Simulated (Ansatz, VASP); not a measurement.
**B18AsN17 (a cell with a defect) in VASP and in Ansatz**

INCAR

```
SYSTEM = B18AsN17
PREC = Accurate
ENCUT = 520
EDIFF = 1E-8
ISMEAR = -1
SIGMA = 0.01
LREAL = Auto
LASPH = .True.
NELM = 100
ALGO = Fast
ISIF = 2
LWAVE = .False.
LCHARG = .False.
GGA = PE
LEFG = .True.
NBANDS = 96
```

The input KPOINTS:

```
regular mesh
0
Gamma
  3 3 3
  0 0 0
```

The input POSCAR:

```
B18AsN17
1.0
    7.4947200000      0.0000000000      0.0000000000
   -3.7473600000      6.4906179144      0.0000000000
    0.0000000000      0.0000000000      6.6357000000
B As N
18 1 17
Direct
    0.1111111111      0.2222222222      0.2500000000
    0.1111111111      0.5555555556      0.2500000000
    0.1111111111      0.8888888889      0.2500000000
    0.4444444444      0.2222222222      0.2500000000
    0.4444444444      0.5555555556      0.2500000000
    0.4444444444      0.8888888889      0.2500000000
    0.7777777778      0.2222222222      0.2500000000
    0.7777777778      0.5555555556      0.2500000000
    0.7777777778      0.8888888889      0.2500000000
    0.2222222222      0.1111111111      0.7500000000
    0.2222222222      0.4444444444      0.7500000000
    0.2222222222      0.7777777778      0.7500000000
    0.5555555556      0.1111111111      0.7500000000
    0.5555555556      0.4444444444      0.7500000000
    0.5555555556      0.7777777778      0.7500000000
    0.8888888889      0.1111111111      0.7500000000
    0.8888888889      0.4444444444      0.7500000000
    0.8888888889      0.7777777778      0.7500000000
    0.1111111111      0.2222222222      0.7500000000
    0.1111111111      0.5555555556      0.7500000000
    0.1111111111      0.8888888889      0.7500000000
    0.4444444444      0.2222222222      0.7500000000
    0.4444444444      0.5555555556      0.7500000000
    0.4444444444      0.8888888889      0.7500000000
    0.7777777778      0.2222222222      0.7500000000
    0.7777777778      0.5555555556      0.7500000000
    0.7777777778      0.8888888889      0.7500000000
    0.2222222222      0.1111111111      0.2500000000
    0.2222222222      0.4444444444      0.2500000000
    0.2222222222      0.7777777778      0.2500000000
    0.5555555556      0.1111111111      0.2500000000
    0.5555555556      0.4444444444      0.2500000000
    0.5555555556      0.7777777778      0.2500000000
    0.8888888889      0.1111111111      0.2500000000
    0.8888888889      0.4444444444      0.2500000000
    0.8888888889      0.7777777778      0.2500000000
```

Input for Ansatz:

```yaml
crystal:
  lattice:
    - [7.49472, 0.0, 0.0]
    - [-3.74736, 6.4906179144, 0.0]
    - [0.0, 0.0, 6.6357]
  atoms:
    - { symbol: B, position: [0.1111111111, 0.2222222222, 0.25] }
    - { symbol: B, position: [0.1111111111, 0.5555555556, 0.25] }
    - { symbol: B, position: [0.1111111111, 0.8888888889, 0.25] }
    - { symbol: B, position: [0.4444444444, 0.2222222222, 0.25] }
    - { symbol: B, position: [0.4444444444, 0.5555555556, 0.25] }
    - { symbol: B, position: [0.4444444444, 0.8888888889, 0.25] }
    - { symbol: B, position: [0.7777777778, 0.2222222222, 0.25] }
    - { symbol: B, position: [0.7777777778, 0.5555555556, 0.25] }
    - { symbol: B, position: [0.7777777778, 0.8888888889, 0.25] }
    - { symbol: B, position: [0.2222222222, 0.1111111111, 0.75] }
    - { symbol: B, position: [0.2222222222, 0.4444444444, 0.75] }
    - { symbol: B, position: [0.2222222222, 0.7777777778, 0.75] }
    - { symbol: B, position: [0.5555555556, 0.1111111111, 0.75] }
    - { symbol: B, position: [0.5555555556, 0.4444444444, 0.75] }
    - { symbol: B, position: [0.5555555556, 0.7777777778, 0.75] }
    - { symbol: B, position: [0.8888888889, 0.1111111111, 0.75] }
    - { symbol: B, position: [0.8888888889, 0.4444444444, 0.75] }
    - { symbol: B, position: [0.8888888889, 0.7777777778, 0.75] }
    - { symbol: As, position: [0.1111111111, 0.2222222222, 0.75] }
    - { symbol: "N", position: [0.1111111111, 0.5555555556, 0.75] }
    - { symbol: "N", position: [0.1111111111, 0.8888888889, 0.75] }
    - { symbol: "N", position: [0.4444444444, 0.2222222222, 0.75] }
    - { symbol: "N", position: [0.4444444444, 0.5555555556, 0.75] }
    - { symbol: "N", position: [0.4444444444, 0.8888888889, 0.75] }
    - { symbol: "N", position: [0.7777777778, 0.2222222222, 0.75] }
    - { symbol: "N", position: [0.7777777778, 0.5555555556, 0.75] }
    - { symbol: "N", position: [0.7777777778, 0.8888888889, 0.75] }
    - { symbol: "N", position: [0.2222222222, 0.1111111111, 0.25] }
    - { symbol: "N", position: [0.2222222222, 0.4444444444, 0.25] }
    - { symbol: "N", position: [0.2222222222, 0.7777777778, 0.25] }
    - { symbol: "N", position: [0.5555555556, 0.1111111111, 0.25] }
    - { symbol: "N", position: [0.5555555556, 0.4444444444, 0.25] }
    - { symbol: "N", position: [0.5555555556, 0.7777777778, 0.25] }
    - { symbol: "N", position: [0.8888888889, 0.1111111111, 0.25] }
    - { symbol: "N", position: [0.8888888889, 0.4444444444, 0.25] }
    - { symbol: "N", position: [0.8888888889, 0.7777777778, 0.25] }
kpoints:
  mp_grid: { grid: [3, 3, 3] }
scf:
  occupations: { method: fermi_dirac, width: 0.01 }
hamiltonian:
  xc: pbe
  pseudopotentials: { kind: paw }
output:
  forces: true
  stress: true
  populations: true
  efg:
    quadrupole_moments_barn: { B: 0.04059, As: 0.311, "N": 0.02044 }
    contact_densities: true
  write_density: true
  write_potential: true
  elf: true
  volumetric_format: npy
```

Alike in both runs: task electric field gradients; functional PBE; k mesh 3 × 3 × 3; occupations fermi-dirac, width 0.01 eV; no spin polarisation.

|  | VASP | Ansatz |
| --- | --- | --- |
| version | VASP 6.6.1 | Ansatz 0.2.0 |
| potentials or method | VASP PAW PBE potentials, release 64 (B, As, N) | plane-wave PAW, scalar-relativistic |
| plane-wave cutoff (eV) | 520 | 420 |
| valence electrons in the cell | 144 | 154 |

VASP gave:

- gap on the k mesh at the Fermi level (eV): 3.38
- rms of the force components (eV/Å): 4.734
- Vzz of the field gradient on the site that differs most (V/Å²): 573.9

Question: What did Ansatz give for the same quantities?

Answer: gap on the k mesh at the Fermi level (eV): 3.40; rms of the force components (eV/Å): 4.636; Vzz of the field gradient on the site that differs most (V/Å²): 485.3.

Atom by atom the forces differ by 0.098 eV/Å (rms over components). With one functional, cell and mesh, what is left measures potentials, basis and numerics. The two sets of potentials don't hold the same shells in valence.

 As with any semilocal functional, this PBE gap is likely too small.
